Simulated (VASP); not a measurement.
A run of VASP 6.6.1 is set up as follows.

INCAR

```
SYSTEM = Ti8C3N5
PREC = Accurate
ENCUT = 600
EDIFF = 1E-7
ISMEAR = 1
SIGMA = 0.1
LREAL = .False.
LASPH = .True.
NELM = 80
ALGO = Normal
ISIF = 3
LWAVE = .False.
LCHARG = .False.
GGA = PS
IBRION = 2
NSW = 90
EDIFFG = -0.005
KPAR = 4
```

Contents of KPOINTS:

```
regular mesh
0
Gamma
  9 9 8
  0 0 0
```

Contents of POSCAR:

```
Ti8C3N5                                 
1.0
   -4.2365207687      4.2365207687      0.0000000000
   -4.2365207687     -0.0000000000      4.2365207687
    0.0037300440      4.2402508127      4.2402508127
  Ti              N               C             
     8     5     3
Direct
     0.9999943585357831    0.9999943585357831    0.0021037477742876
     0.4979075351541462    0.9999943585357831    0.0021037477742876
     0.9999943585357831    0.4979075351541462    0.0021037477742876
     0.9999911825707678    0.9999911825707678    0.5000264522876964
     0.5000088174292322    0.5000088174292322    0.9999735477123035
     0.5000056414642169    0.0020924648458538    0.4978962522257124
     0.0020924648458538    0.5000056414642169    0.4978962522257124
     0.5000056414642169    0.5000056414642169    0.4978962522257124
     0.7500000000000000    0.7500000000000000    0.7500000000000000
     0.2500000000000000    0.7500000000000000    0.7500000000000000
     0.7500000000000000    0.2500000000000000    0.7500000000000000
     0.7500000000000000    0.7500000000000000    0.2500000000000000
     0.2500000000000000    0.2500000000000000    0.7500000000000000
     0.2500000000000000    0.7500000000000000    0.2500000000000000
     0.7500000000000000    0.2500000000000000    0.2500000000000000
     0.2500000000000000    0.2500000000000000    0.2500000000000000
```

Potentials or basis: VASP PAW PBE potentials, release 64 (Ti_sv, N, C).

Command:

```sh
$ cat potpaw_PBE.64/Ti_sv/POTCAR potpaw_PBE.64/N/POTCAR potpaw_PBE.64/C/POTCAR > POTCAR
$ mpirun -np 4 vasp_std > vasp.out
```

Q: What does it give for the band gap on the k mesh?

A: None (metal or under the smearing width).

Forces on the atoms (eV/Å):
```
Ti  -0.002  0.003  0.003
Ti   0.003 -0.002  0.003
Ti   0.003  0.003 -0.002
Ti  -0.002 -0.002 -0.002
Ti   0.002  0.002  0.002
Ti  -0.003 -0.003  0.002
Ti  -0.003  0.002 -0.003
Ti   0.002 -0.003 -0.003
N    0.000  0.000  0.000
N    0.000  0.000  0.000
N    0.000  0.000  0.000
N    0.000  0.000  0.000
N    0.000  0.000  0.000
C    0.000  0.000  0.000
C    0.000  0.000  0.000
C    0.000  0.000  0.000
```

Caveat: the relaxation stopped at its first step, so nothing moved; the PAW data sets were made with another functional, which shifts forces and pressure a little.
